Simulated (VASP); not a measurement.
**Hf3TiN4 (ordered alloy cell): computed properties**

Computed with PBEsol GGA, VASP's PBE PAW potentials (set 64) (plane waves; VASP).

```
Quantity                                                                                                Value
----------------------------------  -------------------------------------------------------------------------
space group                                                                                         Cmmm (65)
cell                                a = 6.260 Å, b = 8.864 Å, c = 3.140 Å, α = 90.00°, β = 90.00°, γ = 90.00°
volume per atom                                                                                 10.89 Å³/atom
band gap (over mesh and band path)                                   none (metal, semimetal or under 0.01 eV)
density                                                                                           12.19 g/cm³
```

```
Hf3TiN4
1.0
    0.00675     4.43340     4.43211
    4.43340     0.00675     4.43211
    2.22008     2.22008     0.00000
Ti N Hf
1 4 3
Direct
  0.00000   0.00000   0.00000
  0.24805   0.24805   0.50389
  0.24590   0.75410   0.50000
  0.75410   0.24590   0.50000
  0.75195   0.75195   0.49611
  0.00000   0.50000   0.00000
  0.50000   0.00000   0.00000
  0.50000   0.50000   0.00000
```

Unless said otherwise, spin-orbit coupling is left out, though it shifts the bands of the heavy elements here.

The structure was generated: Hf3TiN4 was put into an ordered model structure (Cmmm), which need not be its known phase. It was relaxed first. Symmetry was kept, so distortions that lower it aren't found.
